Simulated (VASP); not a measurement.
VASP ran on this input.

File POSCAR:
```
C
1
    0.0000000000     1.7835000000     1.7835000000
    1.7835000000     0.0000000000     1.7835000000
    1.7835000000     1.7835000000     0.0000000000
C
2
Direct
  0.0000000000   0.0000000000   0.0000000000
  0.2500000000   0.2500000000   0.2500000000
```

**INCAR**
```
! general
SYSTEM  =  C
PREC    =  Accurate
ENCUT   =  520
LREAL   =  F
LASPH   =  T

! electronic loop
EDIFF   =  1E-6
NELM    =  100
ALGO    =  Normal

! smearing
ISMEAR  =  0
SIGMA   =  0.05

! functional
GGA     =  PE

! ions
ISIF    =  2

! output
LWAVE   =  F
LCHARG  =  F
```

**KPOINTS**
```
Automatic mesh
0
Gamma
10 10 10
0 0 0
```

POTCAR, in this order: C (PBE.64 set). Program: vasp_std.

**Question.** Translate this PBE calculation to Quantum ESPRESSO's pw.x.

**Answer.** One equivalent input (not run):
```
&CONTROL
  calculation = 'scf'
  pseudo_dir = './pseudo'
  outdir = './out'
  tprnfor = .true.
  tstress = .true.
/
&SYSTEM
  ibrav = 0
  nat = 2
  ntyp = 1
  ecutwfc = 82
  occupations = 'smearing'
  smearing = 'gaussian'
  degauss = 0.003675
  input_dft = 'pbe'
/
&ELECTRONS
  conv_thr = 7.3e-08
  electron_maxstep = 100
/
ATOMIC_SPECIES
  C 12.011 C.upf
CELL_PARAMETERS angstrom
     0.0000000    1.7835000    1.7835000
     1.7835000    0.0000000    1.7835000
     1.7835000    1.7835000    0.0000000
ATOMIC_POSITIONS crystal
  C    0.0000000  0.0000000  0.0000000
  C    0.2500000  0.2500000  0.2500000
K_POINTS automatic
  10 10 10 0 0 0
```
The two are equivalent in intent, not identical: the potentials are each code's own (VASP's PAW set, PseudoDojo norm-conserving files in pw.x), so ENCUT and ecutwfc are chosen apart and not converted; conv_thr bounds pw.x's estimated SCF error, while EDIFF bounds the energy change between steps.

The compound is C in the diamond structure. The cell was not relaxed at this level.
